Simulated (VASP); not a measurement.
Data:

```
As
1.0
    3.62352    -1.92439    -0.04436
    3.62352     1.92439    -0.04436
    2.64050     0.00000     3.14052
As
2
Direct
  0.22942   0.22942   0.22942
  0.77058   0.77058   0.77058
```

Computed with MS2 meta-GGA, VASP's PBE PAW potentials (set 64) (plane waves; VASP). Numerical set-up: 520 eV cut-off, 12×12×12 Γ-centred mesh, first-order Methfessel-Paxton smearing of 0.10 eV, potentials As.

Problem. The ions and cell shape at fixed volume are relaxed. Give the cell that the relaxation ends in.

Solution. 
```
As
1.0
    3.73416    -1.89131     0.00977
    3.73416     1.89131     0.00977
    2.76804     0.00000     3.13991
As
2
Direct
  0.22624   0.22624   0.22624
  0.77376   0.77376   0.77376
```
Space group R-3m (166), at a tolerance of 0.03 Å.

Problem. How much energy does the relaxation gain?

Solution. The energy (σ→0) changes by -9.2 meV/atom, in 7 ionic steps.

The compound is As in the a7 structure. This cell is one point of a volume scan, at 1.06 of the reference volume. Symmetry was kept, so distortions that lower it aren't found.
